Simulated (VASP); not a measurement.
Given:

```
BP
1.0
    0.00000     2.27737     2.27737
    2.27737     0.00000     2.27737
    2.27737     2.27737     0.00000
B P
1 1
Direct
  0.00000   0.00000   0.00000
  0.25000   0.25000   0.25000
```

All values below come from vdW-DF2, VASP's PBE PAW potentials (set 64) (plane waves; VASP). Settings: 520 eV cut-off, 10×10×10 Γ-centred mesh, Gaussian smearing of 0.050 eV, potentials B P.

Q: Predict the energy per atom (σ→0), pressure.

A: 
| Item | Value |
|---|---|
| energy per atom (σ→0) | -478.7 kJ/mol-atom |
| pressure | 4.77 GPa |

The compound is BP in the zinc blende structure. This cell is one point of a volume scan, at 0.97 of the reference volume.
